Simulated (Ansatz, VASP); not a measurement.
# MoPb2: VASP beside Ansatz

Wanted: the spread between two codes on one cell, functional and k mesh. The cell is generated by rule, not measured, and may not be a known phase. The cell is taken from a series of runs on this material, whose earlier steps may have relaxed, scaled, displaced or heated it; both programs get it as it stands.

Main program and level: Ansatz 0.2.0; plane waves, with VASP 6.6.1 beside it; zone-centre phonons at PBEsol.

The structure was built from a prototype and need not be the compound's stable phase.

## Step 1: The starting structure

Symmetry: I4/mmm, No. 139, tetragonal system. Conventional cell: a = 3.639 Å, b = 3.639 Å, c = 9.747 Å, α = 90.00°, β = 90.00°, γ = 90.00°. Nearest to Pb lie 4 Mo at 2.98 Å and 5 Pb at 3.01 to 3.18 Å. Mo has 8 Pb at 2.98 Å nearest. Farther neighbours are not listed.

Coordinates:

```cif
data_structure
_symmetry_space_group_name_H-M 'P 1'
_symmetry_Int_Tables_number 1
_cell_length_a 5.5112
_cell_length_b 5.5112
_cell_length_c 5.5112
_cell_angle_alpha 141.448
_cell_angle_beta 141.448
_cell_angle_gamma 55.662
_cell_volume 64.53
loop_
_atom_site_label
_atom_site_type_symbol
_atom_site_fract_x
_atom_site_fract_y
_atom_site_fract_z
_atom_site_occupancy
Pb1 Pb 0.65419 0.65419 0.00000 1
Pb2 Pb 0.34581 0.34581 0.00000 1
Mo3 Mo 0.00000 0.00000 0.00000 1
```

## Step 2: Ansatz: zone-centre phonons, PBEsol

Ansatz runs on its default PAW (the set named soft_2) files.

Second derivatives magnify differences that forces hide, and they need a tight electronic threshold.

The input, input.yaml:

```yaml
crystal:
  lattice:
    - [-1.8193535134, 1.8193535134, 4.8736973604]
    - [1.8193535134, -1.8193535134, 4.8736973604]
    - [1.8193535134, 1.8193535134, -4.8736973604]
  atoms:
    - { symbol: Pb, position: [0.6541899867, 0.6541899867, 0.0] }
    - { symbol: Pb, position: [0.3458100133, 0.3458100133, 0.0] }
    - { symbol: Mo, position: [0.0, 0.0, 0.0] }
kpoints:
  mp_grid: { grid: [16, 16, 16] }
hamiltonian:
  xc: pbesol
scf:
  occupations: { method: methfessel_paxton, width: 0.2 }
output:
  eigenvalues: true
phonons:
  method: dfpt
```

On the command line:

```
> ansatz run input.yaml --threads 8 --pin off --max-ram 14336MiB --backend cpu --events-out ev --progress --plain --runs-dir out
```

Numbers of over 12 decimals in the logs are rounded to 6 here.

Output:

```text
zone centre: on kpoints.mp_grid the ground state, and the responses unless they are solved on pairs of k-points, stand on 621 of the mesh's 4096 k-points, reduced under 4 symmetry operations, with k and −k counted as one. Each operation leaves every solved displacement unchanged or reverses it
Engine: ansatz 0.2.0, x86_64-unknown-linux-gnu
Pseudopotentials: kind: paw
Pseudopotential: Pb, paw, valence charge 14, recommended cutoff 420 eV (normal), Pb.paw.azcp
Pseudopotential: Mo, paw, valence charge 14, recommended cutoff 420 eV (normal), Mo.paw.azcp
Functional definition: PBEsol
  exchange = pbesol_x
  correlation = pbesol_c
Crystal: 3 atoms, lattice volume = 64.529 Å³
Basis set: ecut = 420 eV, 1269 PW (Γ), exchange–correlation on 80×80×80 points (8 copies of the dense FFT grid, shifted against one another)
Bands: 26, of which v1, the nominal top of the filled ones, is band 21 counted from 1 (20 counted from 0)
Symmetry: 16 space group operations
k-points: 621 of 4096 (irreducible under 4 space group operations, time reversal used)
Non-local potential: Pb, projectors of the file, l = 0: 2, l = 1: 2, l = 2: 2, l = 3: 2
Non-local potential: Mo, projectors of the file, l = 0: 3, l = 1: 2, l = 2: 2, l = 3: 1
PAW form: soft (Blöchl's): semilocal exchange-correlation on the pseudo side does not see the compensation charge
PAW frozen core: Pb, regenerated for the run's functional, and the local potential with it (the file was generated under x = pbe(κ = 0.804, μ = 0.219515), c = pbe(β = 0.066725))
PAW frozen core: Mo, regenerated for the run's functional, and the local potential with it (the file was generated under x = pbe(κ = 0.804, μ = 0.219515), c = pbe(β = 0.066725))
PAW one-centre angular grid: Pb, 590 points (default); XC on 64 Gauss nodes
PAW one-centre angular grid: Mo, 590 points (default); XC on 64 Gauss nodes
Initial density: superposition of atomic densities (neutral atoms: chi_scale 0, normalization atom), corrected by the library's trained network
Initial wavefunctions: pseudopotential atomic-orbital guess
Functional: x = pbesol(κ = 0.804, μ = 0.123457), c = pbesol(β = 0.046)
SCF iter   1: F=—  HF=-28405.549688 eV  |F-HF|=—  |Δ(HF+E_count)|=         —  Δρ=9.33e-3  dr2=9.57e-2  ethr=1.77e-3  ⟨swp⟩=6.2  Hψ=70655  notcnv=0
preconditioner: auto → Kerker (q_TF=auto, 2.540 Å⁻¹)  [metal: Δε(μ)=0.009 eV  Ē_g=14.123 eV  σ=0.200 eV  W_gap=0.04  n_scr=14 (ndim 8)  ℏωp=27.0 eV  f_vac=0.000  D(μ)=1.97/eV (n_scr^D=10)]
SCF iter   2: F=—  HF=-28405.538116 eV  |F-HF|=—  |Δ(HF+E_count)|=   1.16e-2  S|Δr|=    0.00e0  Δρ=4.79e-3  dr2=2.69e-2  ethr=2.28e-4  ⟨swp⟩=1.1  Hψ=21158  notcnv=0  defer=5
SCF iter   3: F=—  HF=-28405.533901 eV  |F-HF|=—  |Δ(HF+E_count)|=   4.22e-3  S|Δr|=    0.00e0  Δρ=5.63e-4  dr2=1.72e-4  ethr=6.40e-5  ⟨swp⟩=2.0  Hψ=18113  notcnv=0  defer=5
SCF iter   4: F=—  HF=-28405.533899 eV  |F-HF|=—  |Δ(HF+E_count)|=   1.54e-6  S|Δr|=    0.00e0  Δρ=1.10e-4  dr2=1.88e-5  ethr=4.09e-7  ⟨swp⟩=2.2  Hψ=28166  notcnv=0  defer=5
SCF iter   5: F=—  HF=-28405.533897 eV  |F-HF|=—  |Δ(HF+E_count)|=   2.25e-6  S|Δr|=    0.00e0  Δρ=3.56e-5  dr2=5.26e-7  ethr=4.48e-8  ⟨swp⟩=2.6  Hψ=23857  notcnv=0  defer=5
SCF iter   6: F=—  HF=-28405.533897 eV  |F-HF|=—  |Δ(HF+E_count)|=   3.74e-7  S|Δr|=    0.00e0  Δρ=7.20e-6  dr2=4.87e-8  ethr=1.25e-9  ⟨swp⟩=2.6  Hψ=27810  notcnv=0  defer=5
SCF iter   7: F=—  HF=-28405.533897 eV  |F-HF|=—  |Δ(HF+E_count)|=   8.42e-9  S|Δr|=    0.00e0  Δρ=2.28e-6  dr2=3.81e-9  ethr=1.16e-10  ⟨swp⟩=2.0  Hψ=18569  notcnv=0  defer=5
SCF iter   8: F=—  HF=-28405.533897 eV  |F-HF|=—  |Δ(HF+E_count)|=  2.18e-10  S|Δr|=    0.00e0  Δρ=5.41e-7  dr2=2.93e-10  ethr=9.07e-12  ⟨swp⟩=2.1  Hψ=20392  notcnv=0  defer=5
SCF iter   9: F=—  HF=-28405.533897 eV  |F-HF|=—  |Δ(HF+E_count)|=  2.91e-11  S|Δr|=    0.00e0  Δρ=1.45e-7  dr2=1.87e-11  ethr=1.00e-12  ⟨swp⟩=2.7  Hψ=26071  notcnv=0  defer=5
SCF iter  10: F=-28405.533897 eV  HF=-28405.533897 eV  |F-HF|=3.64e-12  |Δ(HF+E_count)|=  7.28e-12  S|Δr|=    0.00e0  Δρ=3.97e-8  dr2=1.18e-12  ethr=1.00e-12  ⟨swp⟩=7.8  Hψ=87430  notcnv=0
SCF 1 converged in 10 iterations: F = -28405.533897 eV  dr2 = 1.18e-12
  greatest PAW one-centre occupation: 0.999 electrons in one spin orbital (limit 2), on the Mo atom at site 2 (counted from 0), in its partial waves of l = 0
DFPT response loops at Γ: preconditioner auto → Kerker (q_TF=auto, 2.540 Å⁻¹) (partly filled bands, converged f_vac=0.000); β = 1.00, the filter's whole step (`scf.mixing.beta` (0.50) is not read by the response loops under this deck's `scf.mixing.preconditioner`; to damp them name `kerker` or `kerker_dos`, under which they read `scf.mixing.beta`, and type it under 1.00, their step now; both keys bind the ground state too); Broyden in place of MSR1
SCF converged after 10 iterations
Stability not checked: this state was not tested for a lower state beside it, because cold or Methfessel-Paxton smearing, or corrected tetrahedra, fill the levels in a way that the test cannot read (fill_not_monotonic; see scf.lower_state_search)
Free energy (F): -28405.533897 eV
Harris-Foulkes:  -28405.533897 eV  (|F-HF|=3.64e-12)
Internal energy: -28405.532497 eV  (E = F + TS)
E sigma→0 (E₀):  -28405.533547 eV
Entropy (-TS):   -0.001400 eV (-0.467 meV/atom)
Fermi energy:    15.592789 eV
--- Per-component energies (eV) ---
  E_band       = -65.878592
  E_kinetic    = 1026.694735
  E_local      = -2616.693768  (includes V_loc(G=0)·N_el)
  E_nonlocal   = 852.046253
  E_hartree    = 997.433609
  E_xc         = -619.422692
  E_vxc        = -493.249050  (∫ρ·V_xc dr)
  E_paw        = -23663.664147  (= ΣΔE_a)
  E_vpaw       = -829.544143  (= ΣTr[D̂ρ^β])
  E_aug_tail   = 0.000145  (compensation charges beyond the density's cutoff)
  E_ewald      = -4382.260164
  E_core_change = 0.333533  (= ΣΔE_core)
  E_smearing   = -0.001400  (= −TS)
  E_closure    = -0.000000  (closes the sum)
  Σ components = -28405.533897   (vs F -28405.533897, Δ=0.00e0)
--- Band table (eV; the first three rows and the last of 621) ---
  k-point 0: bands = [... 17 lower, 13.8130, 14.2433, 14.2433, 15.8893, 17.3017, 18.8740, 19.4366, 19.4366, ... 1 higher]
  k-point 1: bands = [... 17 lower, 13.8248, 14.1137, 14.4099, 15.7058, 17.2910, 18.0109, 18.8705, 19.3646, ... 1 higher]
  k-point 2: bands = [... 17 lower, 13.7499, 13.8642, 14.8367, 15.1442, 16.9114, 17.2670, 18.2369, 19.0779, ... 1 higher]
  k-point 620: bands = [... 17 lower, 14.9139, 15.1355, 15.1355, 15.8856, 16.1802, 16.1802, 17.0398, 18.7074, ... 1 higher]
--- Phonons (Γ-DFPT): 4 representative perturbations + reference, on 621 of 4096 k-points (Σ response iterations 12) ---
  k mesh reduced under 4 symmetry operations, with k and −k counted as one. Each operation leaves every solved displacement unchanged or reverses it
  ASR residual: 6.584e-5 → 0.000e0 eV/Å²; symmetrization residual: 1.936e-5 eV/Å²
  ASR residual per site (eV/Å²): 6.45e-5 6.45e-5 6.58e-5
  Γ frequencies (cm⁻¹): 0.00 0.00 0.00 98.65 98.65 100.26 141.12 141.12 150.47
  non-analytic LO–TO correction: not included (Born effective charges unavailable; polar crystals: no LO–TO splitting at Γ)
```

(Part 1 of 2 ends here.)

[Lines on the potential files, build, host, timing and source positions are cut from VASP's logs without a mark.]

[Logs are printed without paths, hosts, clocks, repeated set-up lines and the standing remarks that a program may print on its own settings, such as how far it seeks lower states.]

[Hosts, paths, dates, database ids (printed as entryN), source tags and the programs' standing remarks are cut or masked in the printed files.]
